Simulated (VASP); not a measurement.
## Mg: single point with LDA

The system is Mg.

```xyz
2
Lattice="3.1320 0.0000 0.0000 -1.5660 2.7124 0.0000 0.0000 0.0000 5.0866" Properties=species:S:1:pos:R:3 pbc="T T T"
Mg    0.0000    1.8083    1.2716
Mg    1.5660    0.9041    3.8149
```

```json
{
  "Program": "VASP 6.6.1",
  "Task": "single point",
  "Functional": "LDA",
  "Potentials or basis": "VASP PAW LDA potentials, release 64 (Mg)",
  "Cutoff": "520 eV",
  "k mesh": "21 × 21 × 12",
  "Occupations": "methfessel-paxton, width 0.1 eV",
  "Spin": "no spin polarisation",
  "Dipole correction": "no",
  "Further INCAR settings": "ALGO = Fast; EDIFF = 1e-07; NBANDS = 9"
}
```

| Item | Value |
| --- | --- |
| Pressure | -0.3 GPa |
| Band gap on the k mesh | none (metal or under the smearing width) |

Levels at points of the mesh, in eV from the Fermi level:
| k point | band 1 | band 2 | band 3 | band 4 | band 5 |
| --- | --- | --- | --- | --- | --- |
| (0.00, 0.00, 0.00) | -7.17 | -1.74 | -1.27 | 11.26 | 11.26 |
| (0.00, 0.00, 0.50) | -5.73 | -5.73 | 5.20 | 5.20 | 12.01 |

It took 53 s on 1 thread of Intel(R) Xeon(R) Platinum 8488C (Sapphire Rapids) (shared host), peak memory 0.23 GiB.
